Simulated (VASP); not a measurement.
The system is Na2ZrS2.

```
Na Zr S
1.0
    -2.47618    2.47618    4.04035
     2.47618   -2.47618    4.04035
     2.47618    2.47618   -4.04035
Na Zr S
2 1 2
Direct
  0.35677 0.35677 0.00000
  0.64323 0.64323 0.00000
  0.00000 0.00000 0.00000
  0.75000 0.25000 0.50000
  0.25000 0.75000 0.50000
```

The cell was built by a generator and needn't be a form met in nature.

- Program: VASP 6.6.1
- Task: relaxation of cell and atoms
- Functional: PBE
- Potentials or basis: VASP PAW PBE potentials, release 64 (Na_pv, Zr_sv, S)
- Cutoff: 600 eV
- k mesh: 6 × 6 × 6
- Occupations: fermi-dirac, width 0.05 eV
- Spin: no spin polarisation

At the start: pressure -1.2 GPa; volume 19.82 Å³/atom.

**Question.** How do energy, volume and symmetry change on relaxing?

**Answer.** Over 6 steps the energy falls by 5.6 meV/atom and the volume is 19.42 Å³/atom (-2.0 %); space group I4/mmm (No. 139, to 0.05 Å).

Step by step:
```tsv
step	energy change (eV)	largest force (eV/Å)	pressure (GPa)	volume (Å³)
1	0.0000	0.0493	-1.16	99.09
2	-0.0267	0.1056	0.08	97.03
3	-0.0268	0.1095	0.17	96.90
4	-0.0279	0.0552	0.00	97.13
5	-0.0281	0.0220	-0.10	97.27
6	-0.0282	0.0092	-0.04	97.10
```

Final structure:
```cif
data_structure
_symmetry_space_group_name_H-M 'P 1'
_symmetry_Int_Tables_number 1
_cell_length_a 5.3445
_cell_length_b 5.3445
_cell_length_c 5.3445
_cell_angle_alpha 125.712
_cell_angle_beta 125.712
_cell_angle_gamma 80.362
_cell_volume 97.10
loop_
_atom_site_label
_atom_site_type_symbol
_atom_site_fract_x
_atom_site_fract_y
_atom_site_fract_z
_atom_site_occupancy
Na1 Na 0.35840 0.35840 0.00000 1
Na2 Na 0.64160 0.64160 0.00000 1
Zr1 Zr 0.00000 0.00000 0.00000 1
S1 S 0.75000 0.25000 0.50000 1
S2 S 0.25000 0.75000 0.50000 1
```
